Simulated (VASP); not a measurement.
Wanted: the native input for a VASP 6.6.1 run.

* Task: relaxation of cell and atoms
* Functional: PBE
* Potentials or basis: VASP PAW PBE potentials, release 64 (In_d, Ge_d, O)
* Cutoff: 520 eV
* k mesh: 5 × 5 × 5
* Occupations: gaussian, width 0.15 eV
* Spin: no spin polarisation
* Further INCAR settings: PREC = Normal; ALGO = Fast; EDIFF = 0.0001; IBRION = 2; EDIFFG = -0.08; NSW = 24; ISIF = 3

The structure of In2GeO4 lies in POSCAR:

```
In2GeO4
1.0
   -1.9681772200      1.9681772200      6.0486757200
    1.9681772200     -1.9681772200      6.0486757200
    1.9681772200      1.9681772200     -6.0486757200
In Ge O
2 1 4
Direct
    0.6497454600      0.6497454600      0.0000000000
    0.3502545400      0.3502545400      0.0000000000
    0.0000000000      0.0000000000      0.0000000000
    0.7500000000      0.2500000000      0.5000000000
    0.2500000000      0.7500000000      0.5000000000
    0.5000000000      0.0000000000      0.5000000000
    0.0000000000      0.5000000000      0.5000000000
```

The cell was built by a generator and needn't be a form met in nature.

The input as run:

INCAR

```
  PREC = Normal
  ENCUT = 520
  EDIFF = 1E-4
  ISMEAR = 0
  SIGMA = 0.15
  LREAL = F
  LASPH = T
  NELM = 60
  ALGO = Fast
  ISIF = 3
  LWAVE = F
  LCHARG = F
  GGA = PE
  IBRION = 2
  NSW = 24
  EDIFFG = -0.08
```

KPOINTS

```
Automatic mesh
0
Gamma
  5 5 5
```

Potentials or basis: VASP PAW PBE potentials, release 64 (In_d, Ge_d, O).

The run is started by

```bash
$ cat potpaw_PBE.64/In_d/POTCAR potpaw_PBE.64/Ge_d/POTCAR potpaw_PBE.64/O/POTCAR > POTCAR
$ mpirun -np 1 vasp_std > vasp.out
```

Results of the run:

```yaml
Relaxed_volume: 13.42 Å³/atom
Relaxed_cell: a = 6.503 Å, b = 6.503 Å, c = 6.503 Å, α = 144.12°, β = 144.12°, γ = 51.64°
Space_group_after_relaxing_to_0.05_Å: I4/mmm (No. 139)
Energy_gained_by_relaxing: 61.6 meV/atom
Ionic_steps: 8
Pressure_after_relaxing: -0.4 GPa
Largest_force_after_relaxing: 0.014 eV/Å
Band_gap_on_the_k_mesh: none (metal or under the smearing width)
```

Caveat: the k mesh is coarse (spacing up to 0.45 Å⁻¹), so the values aren't converged; the relaxation stopped at a loose force limit of 0.08 eV/Å, so its end isn't a converged minimum.

Wall time 5 min on 1 thread of Intel(R) Xeon(R) Platinum 8375C CPU @ 2.90GHz (Ice Lake), on a shared host, peak memory 0.29 GiB.
